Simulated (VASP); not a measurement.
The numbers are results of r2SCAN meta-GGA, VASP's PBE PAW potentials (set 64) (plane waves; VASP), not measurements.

VASP input:

INCAR:
```
ALGO = Normal
EDIFF = 1E-6
EDIFFG = -0.01
ENCUT = 480
IBRION = 2
ISIF = 3
ISMEAR = 1
LASPH = .True.
LCHARG = .False.
LMAXMIX = 4
LMIXTAU = .True.
LREAL = .False.
LWAVE = .False.
METAGGA = R2SCAN
NELM = 100
NSW = 60
PREC = Accurate
SIGMA = 0.1
SYSTEM = Zn
```

### POSCAR
```
Zn
1.0
  2.6615226571   0.0000000000   0.0000000000
 -1.3307613286   2.3049466597   0.0000000000
  0.0000000000   0.0000000000   4.6425740389
Zn
2
Cartesian
  1.3307626593   0.7683147849   3.4819305292
 -0.0000013308   1.5366318748   1.1606435097
```

File KPOINTS:
```
Automatic mesh
0
G
14 14 7
```

POTCAR, in this order: Zn (PBE.64 set). Program: vasp_std.

The resulting files:

File OSZICAR:
```
       N       E                     dE             d eps       ncg     rms          rms(c)
DAV:   1     0.725120492919E+02    0.72512E+02   -0.12634E+04  3200   0.237E+03
DAV:   2    -0.181336055737E+02   -0.90646E+02   -0.89091E+02  3168   0.295E+02
DAV:   3    -0.208027068612E+02   -0.26691E+01   -0.26661E+01  3768   0.627E+01
DAV:   4    -0.208104276058E+02   -0.77207E-02   -0.77205E-02  3776   0.340E+00
DAV:   5    -0.208104398155E+02   -0.12210E-04   -0.12209E-04  3664   0.112E-01    0.467E+00
DAV:   6    -0.182715164248E+02    0.25389E+01   -0.26688E+00  3152   0.364E+01    0.453E+00
DAV:   7    -0.177243080880E+02    0.54721E+00   -0.23406E-01  3544   0.964E+00    0.237E+00
DAV:   8    -0.177883042790E+02   -0.63996E-01   -0.92671E-02  3552   0.386E+00    0.357E-01
DAV:   9    -0.177944858555E+02   -0.61816E-02   -0.25463E-02  3200   0.186E+00    0.171E-01
DAV:  10    -0.177944976596E+02   -0.11804E-04   -0.11333E-02  3928   0.199E+00    0.106E-01
DAV:  11    -0.177962526536E+02   -0.17550E-02   -0.13910E-02  3240   0.860E-01    0.788E-02
DAV:  12    -0.177959119876E+02    0.34067E-03   -0.81668E-04  3360   0.305E-01    0.104E-01
DAV:  13    -0.177973057724E+02   -0.13938E-02   -0.50052E-04  3352   0.348E-01    0.270E-02
DAV:  14    -0.177980661157E+02   -0.76034E-03   -0.37714E-04  3184   0.188E-01    0.119E-02
DAV:  15    -0.177980827744E+02   -0.16659E-04   -0.27479E-05  3776   0.601E-02    0.117E-02
DAV:  16    -0.177980775232E+02    0.52512E-05   -0.14215E-06  2528   0.173E-02    0.340E-03
DAV:  17    -0.177980780988E+02   -0.57560E-06   -0.45175E-06  3096   0.181E-02
   1 F= -.17798078E+02 E0= -.17797975E+02  d E =-.177981E+02
       N       E                     dE             d eps       ncg     rms          rms(c)
DAV:   1    -0.178022132727E+02   -0.41357E-02   -0.79865E-02  3592   0.278E+00    0.393E-01
DAV:   2    -0.177996847071E+02    0.25286E-02   -0.29928E-03  3496   0.108E+00    0.235E-01
DAV:   3    -0.177986011742E+02    0.10835E-02   -0.82856E-04  4056   0.680E-01    0.217E-02
DAV:   4    -0.177987007013E+02   -0.99527E-04   -0.35739E-04  3512   0.188E-01    0.161E-02
DAV:   5    -0.177987024842E+02   -0.17829E-05   -0.14204E-05  3272   0.442E-02    0.127E-02
DAV:   6    -0.177986997919E+02    0.26923E-05   -0.96546E-06  3272   0.271E-02    0.527E-03
DAV:   7    -0.177986985258E+02    0.12661E-05   -0.38477E-06  2792   0.253E-02    0.155E-03
DAV:   8    -0.177986998980E+02   -0.13722E-05   -0.10942E-07  1656   0.382E-03    0.533E-04
DAV:   9    -0.177986994675E+02    0.43057E-06   -0.24012E-08  1616   0.216E-03
   2 F= -.17798699E+02 E0= -.17798633E+02  d E =-.621369E-03
       N       E                     dE             d eps       ncg     rms          rms(c)
DAV:   1    -0.177995373149E+02   -0.83742E-03   -0.16676E-02  3600   0.127E+00    0.180E-01
DAV:   2    -0.177990164824E+02    0.52083E-03   -0.61997E-04  3480   0.487E-01    0.108E-01
DAV:   3    -0.177987841267E+02    0.23236E-03   -0.17373E-04  4072   0.314E-01    0.945E-03
DAV:   4    -0.177988090748E+02   -0.24948E-04   -0.75201E-05  3512   0.858E-02    0.736E-03
DAV:   5    -0.177988085176E+02    0.55722E-06   -0.27975E-06  3144   0.195E-02
   3 F= -.17798809E+02 E0= -.17798741E+02  d E =-.730419E-03
```

OUTCAR:
```
------------------------ aborting loop because EDIFF is reached ----------------------------------------
  FORCE on cell =-STRESS in cart. coord.  units (eV):
  Direction    XX          YY          ZZ          XY          YZ          ZX
  --------------------------------------------------------------------------------------
  Total       -0.0092335     -0.0092335      0.0002821      0.0000000      0.0000000      0.0000000
  in kB       -0.5192131     -0.5192133      0.0158618      0.0000000      0.0000000      0.0000000
  external PRESSURE =      -0.3408548 kB  Pullay stress =       0.0000000 kB
  volume of cell :       28.49
      direct lattice vectors                 reciprocal lattice vectors
     2.655078539  0.000000000  0.000000000     0.376636693  0.217451256  0.000000000
    -1.327539269  2.299365886 -0.000000000    -0.000000000  0.434902512  0.000000000
     0.000000000  0.000000000  4.667089504    -0.000000000  0.000000000  0.214266300
 POSITION                                       TOTAL-FORCE (eV/Angst)
 -----------------------------------------------------------------------------------
      1.32754      0.76645      3.50032        -0.000000      0.000000      0.000000
     -0.00000      1.53291      1.16677         0.000000     -0.000000      0.000000
 -----------------------------------------------------------------------------------
    total drift:                                0.000008     -0.000005      0.000033
  FREE ENERGIE OF THE ION-ELECTRON SYSTEM (eV)
  ---------------------------------------------------
  free  energy   TOTEN  =       -17.7988085176 eV

  energy  without entropy=      -17.7986062304  energy(sigma->0) =      -17.79874109

 reached required accuracy - stopping structural energy minimisation
```
(Selected blocks of OUTCAR.)

File CONTCAR:
```
Zn
   1.00000000000000
     2.6550785386714493    0.0000000000001398    0.0000000000000000
    -1.3275392693854826    2.2993658863421977   -0.0000000000000000
     0.0000000000000000    0.0000000000000000    4.6670895044108498
  Zn
     2
Direct
     0.6666669999999968    0.3333330000000032    0.7500000000000000
     0.3333330000000032    0.6666669999999968    0.2500000000000000
```

The compound is Zn in the hcp structure. This run relaxes it. Symmetry was kept, so distortions that lower it aren't found. The start is the result of an earlier pass.
